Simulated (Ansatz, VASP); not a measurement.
# Ba2Sn: VASP beside Ansatz, part 3 of 3

One calculation is typed for both programs; each brings its own data sets. How far apart do they land? The cell is generated by rule, not measured, and may not be a known phase. The cell is taken from a series of runs on this material, whose earlier steps may have relaxed, scaled, displaced or heated it; both programs get it as it stands.

VASP 6.6.1 and Ansatz 0.2.0.

So far: Starting point; VASP: zone-centre phonons, PBEsol.

The structure was built from a prototype and need not be the compound's stable phase.

## 3. Ansatz: zone-centre phonons, PBEsol

Level of this step: Ansatz beside VASP: Kohn-Sham DFT, plane waves, PBEsol (Ansatz).

Ansatz runs on its default PAW (the set named soft_2) files.

The same cell, functional, mesh and smearing now go to Ansatz, which takes its cutoff from its data sets.

File input.yaml:

```yaml
crystal:
  lattice:
    - [5.3185163762, 0.0, 3.6704e-06]
    - [0.0, 8.9570310242, 0.0]
    - [3.6704e-06, 0.0, 5.3185163762]
  atoms:
    - { symbol: Sn, position: [0.1691400296, 0.0030374031, 0.1691400296] }
    - { symbol: Sn, position: [0.6691400296, 0.4969625969, 0.6691400296] }
    - { symbol: Ba, position: [0.1691420996, 0.3822695584, 0.1691420996] }
    - { symbol: Ba, position: [0.6691458242, 0.75, 0.1691458242] }
    - { symbol: Ba, position: [0.6691420996, 0.1177304416, 0.6691420996] }
    - { symbol: Ba, position: [0.1691458242, 0.75, 0.6691458242] }
kpoints:
  mp_grid: { grid: [4, 4, 4] }
hamiltonian:
  xc: pbesol
scf:
  occupations: { method: methfessel_paxton, width: 0.15 }
output:
  eigenvalues: true
phonons:
  method: dfpt
```

The run is started by

```console
$ ansatz run input.yaml --threads 8 --pin off --max-ram 14336MiB --backend cpu --events-out ev --progress --plain --runs-dir out
```

Numbers of over 12 decimals in the logs are rounded to 6 here.

Log:

```text
Warning: the atoms were moved onto the symmetric positions of the space group found under crystal.symmetry.tolerance 1.0e-5 (fractional; no operation is sought that the atoms, as they stand in a round, miss by more than twice it, and no atom is moved by as much as it), and the run uses the moved positions. Before a round's move an operation carried an atom to 4.77e-5 Å from where it should land, the largest such dist [...]
Warning: crystal.symmetry: narrowed to the stabiliser of the run's FFT grids — unitary ops 16 → 4. A phonons.method: dfpt run fills in the rows of the dynamical matrix that it does not solve by its symmetry operations, which is exact only for operations that map its FFT grids onto themselves: filled in by any other, the frequencies could depend on the order in which like atoms are typed, or, by more than the grids' own error, on where the crystal sits among the grids' points. Excluded: 12 operations. The run can therefore solve more perturbations, solve them on more k-points, or both, and cost more. [rest of the remark cut]
Engine: ansatz 0.2.0, aarch64-unknown-linux-gnu
Pseudopotentials: kind: paw
Pseudopotential: Sn, paw, valence charge 14, recommended cutoff 420 eV (normal), Sn.paw.azcp
Pseudopotential: Ba, paw, valence charge 10, recommended cutoff 420 eV (normal), Ba.paw.azcp
Functional definition: PBEsol
  exchange = pbesol_x
  correlation = pbesol_c
Crystal: 6 atoms, lattice volume = 253.364 Å³
Basis set: ecut = 420 eV, 4941 PW (Γ), exchange–correlation on 72×120×72 points (8 copies of the dense FFT grid, shifted against one another)
Bands: 41, of which v1, the nominal top of the filled ones, is band 34 counted from 1 (33 counted from 0)
Symmetry: 16 space group operations
k-points: 36 of 64 (irreducible under 1 space group operation, time reversal used)
Non-local potential: Sn, projectors of the file, l = 0: 2, l = 1: 2, l = 2: 2, l = 3: 2
Non-local potential: Ba, projectors of the file, l = 0: 3, l = 1: 2, l = 2: 2, l = 3: 2
PAW form: soft (Blöchl's): semilocal exchange-correlation on the pseudo side does not see the compensation charge
PAW frozen core: Sn, regenerated for the run's functional, and the local potential with it (the file was generated under x = pbe(κ = 0.804, μ = 0.219515), c = pbe(β = 0.066725))
PAW frozen core: Ba, regenerated for the run's functional, and the local potential with it (the file was generated under x = pbe(κ = 0.804, μ = 0.219515), c = pbe(β = 0.066725))
PAW one-centre angular grid: Sn, 590 points (default); XC on 64 Gauss nodes
PAW one-centre angular grid: Ba, 194 points (default); XC on 64 Gauss nodes
Initial density: superposition of atomic densities (neutral atoms: chi_scale 0, normalization atom), corrected by the library's trained network
Initial wavefunctions: pseudopotential atomic-orbital guess
Functional: x = pbesol(κ = 0.804, μ = 0.123457), c = pbesol(β = 0.046)
SCF iter   1: F=—  HF=-35353.449884 eV  |F-HF|=—  |Δ(HF+E_count)|=         —  Δρ=2.23e-3  dr2=1.84e-2  ethr=1.77e-3  ⟨swp⟩=10.2  Hψ=7793  notcnv=0
preconditioner: auto → Kerker (q_TF=auto, 2.191 Å⁻¹)  [metal: Δε(μ)=0.097 eV  Ē_g=10.272 eV  σ=0.150 eV  W_gap=0.45  n_scr=46 (ndim 8)  ℏωp=14.8 eV  f_vac=0.000  D(μ)=1.54/eV (n_scr^D=2)]
SCF iter   2: F=—  HF=-35353.447622 eV  |F-HF|=—  |Δ(HF+E_count)|=   2.26e-3  S|Δr|=    0.00e0  Δρ=1.39e-3  dr2=8.54e-3  ethr=2.70e-5  ⟨swp⟩=2.2  Hψ=2493  notcnv=0
SCF iter   3: F=—  HF=-35353.445930 eV  |F-HF|=—  |Δ(HF+E_count)|=   1.69e-3  S|Δr|=    0.00e0  Δρ=3.19e-4  dr2=4.57e-4  ethr=1.26e-5  ⟨swp⟩=2.4  Hψ=2365  notcnv=0
SCF iter   4: F=—  HF=-35353.445796 eV  |F-HF|=—  |Δ(HF+E_count)|=   1.33e-4  S|Δr|=    0.00e0  Δρ=1.20e-4  dr2=8.54e-5  ethr=6.72e-7  ⟨swp⟩=2.0  Hψ=2543  notcnv=0
SCF iter   5: F=—  HF=-35353.445777 eV  |F-HF|=—  |Δ(HF+E_count)|=   1.99e-5  S|Δr|=    0.00e0  Δρ=5.28e-5  dr2=1.29e-5  ethr=1.26e-7  ⟨swp⟩=2.0  Hψ=2547  notcnv=0
SCF iter   6: F=—  HF=-35353.445777 eV  |F-HF|=—  |Δ(HF+E_count)|=   4.55e-7  S|Δr|=    0.00e0  Δρ=1.12e-5  dr2=9.05e-7  ethr=1.90e-8  ⟨swp⟩=2.7  Hψ=2732  notcnv=0
SCF iter   7: F=—  HF=-35353.445795 eV  |F-HF|=—  |Δ(HF+E_count)|=   1.76e-5  S|Δr|=    0.00e0  Δρ=3.66e-6  dr2=1.18e-7  ethr=1.33e-9  ⟨swp⟩=2.3  Hψ=2630  notcnv=0
SCF iter   8: F=—  HF=-35353.445795 eV  |F-HF|=—  |Δ(HF+E_count)|=   5.86e-9  S|Δr|=    0.00e0  Δρ=1.37e-6  dr2=1.66e-8  ethr=1.74e-10  ⟨swp⟩=2.1  Hψ=2522  notcnv=0
SCF iter   9: F=—  HF=-35353.445795 eV  |F-HF|=—  |Δ(HF+E_count)|=  6.33e-10  S|Δr|=    0.00e0  Δρ=4.68e-7  dr2=1.91e-9  ethr=2.44e-11  ⟨swp⟩=2.0  Hψ=2532  notcnv=0
SCF iter  10: F=—  HF=-35353.445795 eV  |F-HF|=—  |Δ(HF+E_count)|=  4.37e-11  S|Δr|=    0.00e0  Δρ=1.17e-7  dr2=1.07e-10  ethr=2.81e-12  ⟨swp⟩=2.9  Hψ=2712  notcnv=0
SCF iter  11: F=-35353.445795 eV  HF=-35353.445795 eV  |F-HF|=7.28e-12  |Δ(HF+E_count)|=  2.18e-11  S|Δr|=    0.00e0  Δρ=3.06e-8  dr2=2.91e-12  ethr=1.00e-12  ⟨swp⟩=8.9  Hψ=8397  notcnv=0
SCF 1 converged in 11 iterations: F = -35353.445795 eV  dr2 = 2.91e-12
  greatest PAW one-centre occupation: 0.990 electrons in one spin orbital (limit 2), on the Sn atom at site 1 (counted from 0), in its partial waves of l = 2
DFPT response loops at Γ: preconditioner auto → Kerker (q_TF=auto, 2.191 Å⁻¹) (partly filled bands, converged f_vac=0.000); β = 1.00, the filter's whole step (`scf.mixing.beta` (0.50) is not read by the response loops under this deck's `scf.mixing.preconditioner`; to damp them name `kerker` or `kerker_dos`, under which they read `scf.mixing.beta`, and type it under 1.00, their step now; both keys bind the ground state too); Broyden in place of MSR1
SCF converged after 11 iterations
Stability not checked: this state was not tested for a lower state beside it, because cold or Methfessel-Paxton smearing, or corrected tetrahedra, fill the levels in a way that the test cannot read (fill_not_monotonic; see scf.lower_state_search)
Free energy (F): -35353.445795 eV
Harris-Foulkes:  -35353.445795 eV  (|F-HF|=7.28e-12)
Internal energy: -35353.449164 eV  (E = F + TS)
E sigma→0 (E₀):  -35353.446637 eV
Entropy (-TS):   0.003370 eV (0.562 meV/atom)
Fermi energy:    8.122897 eV
--- Per-component energies (eV) ---
  E_band       = -449.238093
  E_kinetic    = 1050.530362
  E_local      = -3705.885432  (includes V_loc(G=0)·N_el)
  E_nonlocal   = 173.187775
  E_hartree    = 1814.797929
  E_xc         = -1424.727549
  E_vxc        = -735.175644  (∫ρ·V_xc dr)
  E_paw        = -28694.567557  (= ΣΔE_a)
  E_vpaw       = -861.491025  (= ΣTr[D̂ρ^β])
  E_aug_tail   = -0.000009  (compensation charges beyond the density's cutoff)
  E_ewald      = -4567.960095
  E_core_change = 1.175412  (= ΣΔE_core)
  E_smearing   = 0.003370  (= −TS)
  E_closure    = -0.000000  (closes the sum)
  Σ components = -35353.445795   (vs F -35353.445795, Δ=0.00e0)
--- Band table (eV; the first three rows and the last of 36) ---
  k-point 0: bands = [... 30 lower, 7.0012, 7.0012, 8.0958, 8.2502, 8.2693, 8.3640, 8.3640, 8.4398, ... 3 higher]
  k-point 1: bands = [... 30 lower, 6.9276, 7.0142, 7.1266, 7.8849, 8.1160, 8.7572, 8.8727, 9.2051, ... 3 higher]
  k-point 2: bands = [... 30 lower, 7.2573, 7.2573, 7.3616, 7.3616, 8.4119, 8.4119, 9.1825, 9.1825, ... 3 higher]
  k-point 35: bands = [... 30 lower, 7.4560, 7.4560, 7.6055, 7.6055, 8.4455, 8.4455, 8.9989, 8.9989, ... 3 higher]
--- Phonons (Γ-DFPT): 6 representative perturbations + reference, on 36 of 64 k-points (Σ response iterations 18) ---
  ASR residual: 6.312e-5 → 0.000e0 eV/Å²; symmetrization residual: 3.794e-5 eV/Å²
  The last average, over the group as it would stand without the narrowing to the FFT grids, took up to 6.910e-6 eV/Å² of the zone centre's force constants
  ASR residual per site (eV/Å²): 2.25e-5 2.25e-5 6.31e-5 3.16e-5 6.31e-5 3.16e-5
  Γ frequencies (cm⁻¹): 0.00 0.00 0.00 37.81 37.81 40.69 40.69 51.67 54.16 54.16 76.37 92.07 92.07 95.06 100.24 100.24 110.12 113.24
  non-analytic LO–TO correction: not included (Born effective charges unavailable; polar crystals: no LO–TO splitting at Γ)
```

## 4. Side by side

Known differences besides the potentials themselves: the cutoff is 420 eV in Ansatz and 500 eV in VASP; Ansatz makes its cores anew for this functional, VASP keeps those of its PBE data sets. Total energies have different zeros and are not compared.

Both answers:

```
                    quantity  Ansatz   VASP  difference
  optical mode 1 to 2 (cm⁻¹)    37.8   40.1        -2.3
  optical mode 3 to 4 (cm⁻¹)    40.7   41.3        -0.6
       optical mode 5 (cm⁻¹)    51.7   51.4     +0.45 %
  optical mode 6 to 7 (cm⁻¹)    54.2   55.8     -2.99 %
       optical mode 8 (cm⁻¹)    76.4   77.0     -0.82 %
 optical mode 9 to 10 (cm⁻¹)    92.1   93.8     -1.90 %
      optical mode 11 (cm⁻¹)    95.1   97.0     -1.96 %
optical mode 12 to 13 (cm⁻¹)   100.2  103.6     -3.25 %
      optical mode 14 (cm⁻¹)   110.1  112.0     -1.71 %
      optical mode 15 (cm⁻¹)   113.2  115.1     -1.59 %
```

Modes are paired by rising frequency, not by their patterns, so a pair may set unlike modes beside each other; they are those without the splitting of longitudinal modes.

## 5. Outcome

```yaml
r_m_s_difference_of_the_optical_zone_centre_modes_each_program_s_sorted_by_frequency_zone_centre_phonons_pbesol: 2.0 cm⁻¹
difference_in_optical_mode_12_to_13_zone_centre_phonons_pbesol: -3.2 %
```

In words: The r.m.s. difference of the optical zone-centre modes, each program's sorted by frequency is 2.0 cm⁻¹ (zone-centre phonons, PBEsol). Among the rows given in per cent, the largest difference of the zone-centre phonons, PBEsol pair is in optical mode 12 to 13, -3.2 %. Such differences can come from data sets, numerical settings and the points named under the comparisons, not from the functional's error against experiment.

[Lines on the potential files, build, host, timing and source positions are cut from VASP's logs without a mark.]

[Logs are printed without paths, hosts, clocks, repeated set-up lines and the standing remarks that a program may print on its own settings, such as how far it seeks lower states.]

[Hosts, paths, dates, database ids (printed as entryN), source tags and the programs' standing remarks are cut or masked in the printed files.]
